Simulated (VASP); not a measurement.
# ZrC (Fm-3m) in VASP: notebook, part 2 of 2

VASP 6.6.1. The steps go on from the part before.

## 3. Relaxation of cell and atoms, r2SCAN

This run uses another cell than the first one, of 13.08 Å³/atom, 0.989 times its volume.

Contents of INCAR:

```
SYSTEM = ZrC
ALGO = Normal ; EDIFF = 1E-7
EDIFFG = -0.005 ; ENCUT = 600
IBRION = 2 ; ISIF = 3
ISMEAR = 1 ; LASPH = .True.
LCHARG = .False. ; LMIXTAU = .True.
LREAL = .False. ; LWAVE = .False.
METAGGA = R2SCAN ; NELM = 80
NSW = 90 ; PREC = Accurate
SIGMA = 0.1
```

Contents of KPOINTS:

```
k-points
0
Gamma
  14 14 14
  0 0 0
```

Contents of POSCAR:

```
ZrC                                     
1.0
    0.0000000000      2.3561272211      2.3561272211
    2.3561272211     -0.0000000000      2.3561272211
    2.3561272211      2.3561272211      0.0000000000
  Zr              C             
     1     1
Direct
     0.5000000000000000    0.5000000000000000    0.5000000000000000
     0.0000000000000000    0.0000000000000000    0.0000000000000000
```

Potentials or basis: VASP PAW PBE potentials, release 64 (Zr_sv, C).

Command:

```
$ cat potpaw_PBE.64/Zr_sv/POTCAR potpaw_PBE.64/C/POTCAR > POTCAR
$ mpirun -np 1 vasp_std > vasp.out
```

OUTCAR:

```text
SYSTEM = ZrC
   EDIFF = 1E-7
   EDIFFG = -0.005
   ENCUT = 600
   IBRION = 2
   ISIF = 3
   ISMEAR = 1
   LASPH = .True.
   LREAL = .False.
   METAGGA = R2SCAN
   NELM = 80
   NSW = 90
   PREC = Accurate

 ion  position               nearest neighbor table
   1  0.500  0.500  0.500-   2 2.36   2 2.36   2 2.36   2 2.36   2 2.36   2 2.36
   2  0.000  0.000  0.000-   1 2.36   1 2.36   1 2.36   1 2.36   1 2.36   1 2.36

  LATTYP: Found a face centered cubic cell.
 ALAT       =     4.7122544422

  Lattice vectors:

 A1 = (   0.0000000000,   2.3561272211,   2.3561272211)
 A2 = (   2.3561272211,   0.0000000000,   2.3561272211)
 A3 = (   2.3561272211,   2.3561272211,   0.0000000000)

Analysis of symmetry for initial positions (statically):
=====================================================================
 Subroutine PRICEL returns:
 Original cell was already a primitive cell.

 Routine SETGRP: Setting up the symmetry group for a
 face centered cubic supercell.

 Subroutine GETGRP returns: Found 48 space group operations
 (whereof 48 operations were pure point group operations)
 out of a pool of 48 trial point group operations.

[... 179 lines left out ...]
      7      10.4814     -0.00000
      8      10.4814     -0.00000
      9      10.8727     -0.00000
     10      10.8727     -0.00000
     11      10.8727     -0.00000
     12      12.5044      0.00000
[... 331 lines left out ...]
 k-point    24 :       0.2857    0.1429    0.0000
  band No.  band energies     occupation
      1     -40.2317      2.00000
      2     -17.7297      2.00000
      3     -17.4008      2.00000
      4     -17.3858      2.00000
      5      -1.1317      2.00000
      6       6.2437      2.00000
      7       7.9430      2.00000
      8       8.4046      2.00000
      9      10.7108     -0.00000
     10      13.2871      0.00000
     11      13.8130      0.00000
     12      15.1270      0.00000

 [... further k-points ...]

------------------------ aborting loop because EDIFF is reached ----------------------------------------

  FORCE on cell =-STRESS in cart. coord.  units (eV):
  Direction    XX          YY          ZZ          XY          YZ          ZX
  --------------------------------------------------------------------------------------
  -------------------------------------------------------------------------------------
  Total       -0.0011284     -0.0011284     -0.0011284      0.0000000      0.0000000      0.0000000
  in kB       -0.0691094     -0.0691094     -0.0691094      0.0000000      0.0000000      0.0000000
  external PRESSURE =      -0.0691094 kB  Pullay stress =       0.0000000 kB

 VOLUME and BASIS-vectors are now :
 -----------------------------------------------------------------------------
  energy-cutoff  :      600.00
  volume of cell :       26.16
      direct lattice vectors                 reciprocal lattice vectors
     0.000000000  2.356127221  2.356127221    -0.212212649  0.212212649  0.212212649
     2.356127221  0.000000000  2.356127221     0.212212649 -0.212212649  0.212212649
     2.356127221  2.356127221  0.000000000     0.212212649  0.212212649 -0.212212649

 POSITION                                       TOTAL-FORCE (eV/Angst)
 -----------------------------------------------------------------------------------
      2.35613      2.35613      2.35613        -0.000000     -0.000000      0.000000
      0.00000      0.00000      0.00000         0.000000      0.000000     -0.000000
 -----------------------------------------------------------------------------------
    total drift:                                0.000000      0.000000      0.000000

  FREE ENERGIE OF THE ION-ELECTRON SYSTEM (eV)
  ---------------------------------------------------
  free  energy   TOTEN  =       -34.7241888844 eV

  energy  without entropy=      -34.7240496958  energy(sigma->0) =      -34.72414249

 reached required accuracy - stopping structural energy minimisation
```

OSZICAR:

```text
N       E                     dE             d eps       ncg     rms          rms(c)
DAV:   1     0.978867301276E+02    0.97887E+02   -0.98537E+03  2496   0.153E+03
DAV:   2    -0.349718721578E+02   -0.13286E+03   -0.12517E+03  2860   0.365E+02
DAV:   3    -0.441525494632E+02   -0.91807E+01   -0.89995E+01  4680   0.795E+01
DAV:   4    -0.443543352100E+02   -0.20179E+00   -0.20160E+00  2964   0.916E+00
[... 15 lines left out ...]
DAV:  20    -0.347241880244E+02    0.26893E-05   -0.26205E-07  2584   0.705E-03    0.702E-03
DAV:  21    -0.347241886723E+02   -0.64784E-06   -0.71138E-08  1328   0.363E-03    0.401E-03
DAV:  22    -0.347241883430E+02    0.32929E-06   -0.90708E-08  1336   0.407E-03    0.958E-04
DAV:  23    -0.347241888543E+02   -0.51129E-06   -0.29897E-08  1316   0.212E-03    0.167E-04
DAV:  24    -0.347241888844E+02   -0.30114E-07   -0.50398E-09  1308   0.820E-04
   1 F= -.34724189E+02 E0= -.34724142E+02  d E =-.347242E+02
```

CONTCAR:

```text
ZrC
   1.00000000000000
     0.0000000000000000    2.3561272210999999    2.3561272210999999
     2.3561272210999999    0.0000000000000000    2.3561272210999999
     2.3561272210999999    2.3561272210999999    0.0000000000000000
  Zr              C
     1     1
Direct
     0.5000000000000000    0.5000000000000000    0.5000000000000000
     0.0000000000000000    0.0000000000000000    0.0000000000000000

  0.00000000E+00  0.00000000E+00  0.00000000E+00
  0.00000000E+00  0.00000000E+00  0.00000000E+00
```

Run time: 3.2 min. Hardware: 1 thread of AMD EPYC 9R45 (Zen 5), shared host; peak memory 0.17 GiB.

What came out:

* Free energy: -34.7242 eV
* Pressure after relaxing: 0.0 GPa
* Band gap on the k mesh: none (metal or under the smearing width)

Final structure:
```
CELL_PARAMETERS angstrom
0.00000 2.35613 2.35613
2.35613 0.00000 2.35613
2.35613 2.35613 0.00000
ATOMIC_POSITIONS crystal
Zr 0.50000 0.50000 0.50000
C 0.00000 0.00000 0.00000
```

Levels at points of the mesh, in eV from the Fermi level:
```csv
k point,band 5,band 6,band 7,band 8,band 9,band 10,band 11,band 12
"(0.00, 0.00, 0.00)",-12.04,0.89,0.89,0.89,1.28,1.28,1.28,2.91
"(0.50, 0.00, 0.00)",-8.97,-5.47,-3.11,-3.11,4.74,4.74,5.64,6.91
"(0.50, 0.50, 0.00)",-10.90,-2.25,-1.64,-0.03,-0.03,4.55,5.90,5.90
```

Caveat: the relaxation stopped at its first step, so nothing moved; the PAW data sets were made with another functional, which shifts forces and pressure a little.
